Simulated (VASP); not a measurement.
Level of theory: r2SCAN meta-GGA, VASP's PBE PAW potentials (set 64) (plane waves; VASP).

Input for VASP

KPOINTS:
```
Automatic mesh
0
Gamma
10 10 9
0 0 0
```

KPOINTS_OPT:
```
k-points along high-symmetry lines
6
Line-mode
Reciprocal
  0.000000   0.000000   0.000000 ! GAMMA
  0.500000   0.000000   0.000000 ! M

  0.500000   0.000000   0.000000 ! M
  0.333333   0.333333   0.000000 ! K

  0.333333   0.333333   0.000000 ! K
  0.000000   0.000000   0.000000 ! GAMMA

  0.000000   0.000000   0.000000 ! GAMMA
  0.000000   0.000000   0.500000 ! A

  0.000000   0.000000   0.500000 ! A
  0.500000   0.000000   0.500000 ! L

  0.500000   0.000000   0.500000 ! L
  0.333333   0.333333   0.500000 ! H

  0.333333   0.333333   0.500000 ! H
  0.000000   0.000000   0.500000 ! A

  0.500000   0.000000   0.500000 ! L
  0.500000   0.000000   0.000000 ! M

  0.333333   0.333333   0.500000 ! H
  0.333333   0.333333   0.000000 ! K
```

### INCAR
```
# general
SYSTEM  = YSi2
PREC    = Accurate
ENCUT   = 400   # plane-wave cut-off (eV)
LREAL   = .False.   # projection in real space or not
LASPH   = .True.

# electronic loop
EDIFF   = 1E-7   # SCF stop (eV)
NELM    = 100
ALGO    = Normal   # blocked Davidson
LMAXMIX = 4
LMIXTAU = .True.

# smearing
ISMEAR  = -5   # tetrahedra, Bloechl

# functional
METAGGA = R2SCAN

# ions
ISIF    = 2   # forces and stress, cell fixed

# output
LWAVE   = .False.
LCHARG  = .False.
LORBIT  = 11   # lm-projected
NEDOS   = 601   # DOS grid
```

File POSCAR:
```
YSi2
1
    4.0584230020     0.0000000000     0.0000000000
   -2.0292115011     3.5146975446     0.0000000000
    0.0000000000     0.0000000000     3.9971358332
Y Si
1 2
Direct
  0.0000000000   0.0000000000   0.0000000000
  0.3333330000   0.6666670000   0.5000000000
  0.6666670000   0.3333330000   0.5000000000
```

POTCAR, in this order: Y_sv Si (PBE.64 set). Program: vasp_std.

Output

### OUTCAR
```
 ion  position               nearest neighbor table
   1  0.000  0.000  0.000-   2 3.08   3 3.08   2 3.08   3 3.08   3 3.08   3 3.08   2 3.08   2 3.08
                             3 3.08   3 3.08   2 3.08   2 3.08
   2  0.333  0.667  0.500-   3 2.34   3 2.34   3 2.34   1 3.08   1 3.08   1 3.08   1 3.08   1 3.08
                             1 3.08
   3  0.667  0.333  0.500-   2 2.34   2 2.34   2 2.34   1 3.08   1 3.08   1 3.08   1 3.08   1 3.08
                             1 3.08
  LATTYP: Found a hexagonal cell.
 ALAT       =     4.0584230020
 C/A-ratio  =     0.9848987726
 Subroutine PRICEL returns:
 Original cell was already a primitive cell.
 Subroutine GETGRP returns: Found 24 space group operations
The static configuration has the point symmetry D_6h.
The dynamic configuration has the point symmetry D_6h.
 Subroutine INISYM returns: Found 24 space group operations
 Subroutine IBZKPT returns following result:
 Found     70 irreducible k-points:

 Following reciprocal coordinates:
            Coordinates               Weight
  0.000000  0.000000  0.000000      1.000000
  0.100000  0.000000  0.000000      6.000000
  0.200000  0.000000  0.000000      6.000000
  0.300000  0.000000  0.000000      6.000000
...
```

### OSZICAR
```
       N       E                     dE             d eps       ncg     rms          rms(c)
DAV:   1     0.207196078178E+02    0.20720E+02   -0.79668E+03  1828   0.111E+03
DAV:   2    -0.411935193321E+02   -0.61913E+02   -0.60609E+02  2203   0.211E+02
DAV:   3    -0.441189554699E+02   -0.29254E+01   -0.28759E+01  2933   0.342E+01
DAV:   4    -0.441917853667E+02   -0.72830E-01   -0.72830E-01  2349   0.587E+00
DAV:   5    -0.441935455718E+02   -0.17602E-02   -0.17555E-02  2856   0.759E-01    0.266E+01
DAV:   6    -0.395092590551E+02    0.46843E+01   -0.29739E+00  2295   0.115E+01    0.188E+01
DAV:   7    -0.398760745596E+02   -0.36682E+00   -0.26371E+00  3268   0.108E+01    0.272E+00
DAV:   8    -0.397615046630E+02    0.11457E+00   -0.12616E+00  3070   0.875E+00    0.494E+00
DAV:   9    -0.394602705258E+02    0.30123E+00   -0.53084E-01  2361   0.653E+00    0.267E+00
DAV:  10    -0.395065912543E+02   -0.46321E-01   -0.71692E-02  2194   0.237E+00    0.246E-01
DAV:  11    -0.395083554442E+02   -0.17642E-02   -0.72086E-03  2393   0.711E-01    0.188E-01
DAV:  12    -0.394984195665E+02    0.99359E-02   -0.71736E-03  2200   0.734E-01    0.689E-01
DAV:  13    -0.395078149652E+02   -0.93954E-02   -0.79433E-03  2105   0.767E-01    0.665E-02
DAV:  14    -0.395082081077E+02   -0.39314E-03   -0.11864E-03  2235   0.312E-01    0.182E-01
DAV:  15    -0.395083583228E+02   -0.15022E-03   -0.15149E-04  2304   0.937E-02    0.114E-01
DAV:  16    -0.395085558780E+02   -0.19756E-03   -0.29084E-04  2351   0.104E-01    0.130E-02
DAV:  17    -0.395086198080E+02   -0.63930E-04   -0.32811E-05  3132   0.578E-02    0.126E-02
DAV:  18    -0.395086005362E+02    0.19272E-04   -0.94096E-06  2150   0.313E-02    0.194E-02
DAV:  19    -0.395086077553E+02   -0.72191E-05   -0.20042E-06  2345   0.130E-02    0.703E-03
DAV:  20    -0.395086082455E+02   -0.49018E-06   -0.56239E-07  2289   0.812E-03    0.498E-03
DAV:  21    -0.395086089161E+02   -0.67059E-06   -0.10099E-07  1508   0.325E-03    0.252E-03
DAV:  22    -0.395086116759E+02   -0.27598E-05   -0.17931E-07  1842   0.398E-03    0.946E-04
DAV:  23    -0.395086117382E+02   -0.62347E-07   -0.33744E-08  1250   0.162E-03
   1 F= -.39508612E+02 E0= -.39508612E+02  d E =0.000000E+00
       N       E                     dE             ncg
```

File OUTCAR:
```
------------------------ aborting loop because EDIFF is reached ----------------------------------------
  FORCE on cell =-STRESS in cart. coord.  units (eV):
  Direction    XX          YY          ZZ          XY          YZ          ZX
  --------------------------------------------------------------------------------------
  Total        0.1968386      0.1968386      0.0535403     -0.0000000     -0.0000000      0.0000000
  in kB        5.5312941      5.5312945      1.5045170     -0.0000000     -0.0000000      0.0000000
  external PRESSURE =       4.1890352 kB  Pullay stress =       0.0000000 kB
  volume of cell :       57.02
      direct lattice vectors                 reciprocal lattice vectors
     4.058423002  0.000000000  0.000000000     0.246401127  0.142259752  0.000000000
    -2.029211501  3.514697545  0.000000000     0.000000000  0.284519503  0.000000000
     0.000000000  0.000000000  3.997135833     0.000000000  0.000000000  0.250179139
 POSITION                                       TOTAL-FORCE (eV/Angst)
 -----------------------------------------------------------------------------------
      0.00000      0.00000      0.00000         0.000000      0.000000     -0.000000
     -0.00000      2.34313      1.99857         0.000000      0.000000     -0.000000
      2.02921      1.17156      1.99857        -0.000000     -0.000000      0.000000
 -----------------------------------------------------------------------------------
    total drift:                               -0.000000      0.000000      0.000000
  FREE ENERGIE OF THE ION-ELECTRON SYSTEM (eV)
  ---------------------------------------------------
  free  energy   TOTEN  =       -39.5086117382 eV

  energy  without entropy=      -39.5086117382  energy(sigma->0) =      -39.50861174

 total charge

# of ion       s       p       d       f       tot
--------------------------------------------------
    1        2.143   6.303   1.051   0.042   9.540
    2        0.754   0.938   0.000   0.000   1.692
    3        0.754   0.938   0.000   0.000   1.692
--------------------------------------------------
tot          3.651   8.179   1.051   0.042  12.923
```
(Selected blocks of OUTCAR.)

For a metal the tetrahedron method with Blöchl corrections gives inexact stress and forces.

The structure comes from a computed database's YSi2 entry (P6/mmm); how it stands against other phases isn't given here. It was relaxed first. The electron count is odd and the run is not spin-polarised, which forces a metal.
